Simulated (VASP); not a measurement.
A cell of Co (hcp) near equilibrium:

```
Co
1.0
    1.24514    -2.15665     0.00000
    1.24514     2.15665     0.00000
    0.00000     0.00000     4.02320
Co
2
Direct
  0.33333   0.66667   0.25000
  0.66667   0.33333   0.75000
```
Starting moments (μB, in the order of the record's atoms Co Co): 1.6 1.6.

All values below come from PBE GGA, VASP's PBE PAW potentials (set 64) (plane waves; VASP).

| run | ΔE (meV/atom) | σxx | σyy | σzz | largest shear component, with its sign (GPa) | largest force (eV/Å) | moment (μB) |
|---|---|---|---|---|---|---|---|
| as it is | 0.0 | -0.33 | -0.33 | -0.04 | 0.00 | 0.000 | 3.14 |
| after one change | 1.8 | -3.46 | -3.46 | -3.21 | 0.00 | 0.000 | 3.15 |
Stress is in GPa, positive when the cell is compressed.

Question: Which change was made?
(A) biaxial strain of -0.5 % in the xy plane
(B) atom 1 (Co) moved by 0.075 Å along y
(C) isotropic strain of +0.5 %
(D) biaxial strain of -1.0 % in the yz plane with the ions relaxed

Answer: C, isotropic strain of +0.5 %

The compound is Co in the hcp structure. The spin order is the one that the start imposed; others were not tried in this run.
